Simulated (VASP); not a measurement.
Consider the following.

```xyz
3
Lattice="1.5056 -2.6078 0.0000 1.5056 2.6078 0.0000 0.0000 0.0000 3.3911" Properties=species:S:1:pos:R:3 pbc="T T T"
Mg     0.0000     0.0000     0.0000
B      1.5056     0.8693     1.6955
B      1.5056    -0.8693     1.6955
```

All values below come from LDA (Ceperley-Alder, Perdew-Zunger), VASP's LDA PAW potentials (set 64) (plane waves; VASP). Run with 620 eV cut-off, 12×12×9 Γ-centred mesh, first-order Methfessel-Paxton smearing of 0.10 eV, potentials Mg B.

Q: What does the run give for the energy per atom (σ→0), pressure, band gap (on the k-mesh) with the smallest direct gap where there is one?

A: 
```
Item                                                         Value
------------------------  ----------------------------------------
band gap (on the k-mesh)  none (metal, semimetal or under 0.01 eV)
energy per atom (σ→0)                               -5.761 eV/atom
pressure                                                  5.00 GPa
```

Total energies compare only between runs with the same potentials, cut-off and functional.

The compound is MgB2 in the AlB2 type structure. It was relaxed first under an external pressure of 5 GPa.
